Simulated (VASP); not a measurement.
Consider the following.

```xyz
1
Lattice="-2.3366 2.3366 2.3366 2.3366 -2.3366 2.3366 2.3366 2.3366 -2.3366" Properties=species:S:1:pos:R:3 pbc="T T T"
Eu     0.0000     0.0000     0.0000
```

Method: RPBE GGA, VASP's PBE PAW potentials (set 64) (plane waves; VASP). Run with 520 eV cut-off, 11×11×11 Γ-centred mesh, first-order Methfessel-Paxton smearing of 0.10 eV, potentials Eu_2.

The 4f electrons are frozen in the core of the lanthanide potential, so 4f levels, which can set the real gap, and their magnetism are missing.

Q: What does the run give for the energy per atom (σ→0), band gap (on the k-mesh) with the smallest direct gap where there is one?

A: 
```json
{
 "band gap (on the k-mesh)": "none (metal, semimetal or under 0.01 eV)",
 "energy per atom (σ→0)": "-1.589 eV/atom"
}
```

Total energies compare only between runs with the same potentials, cut-off and functional.

The compound is Eu in the bcc structure. This cell is one point of a volume scan, at 1.06 of the reference volume.
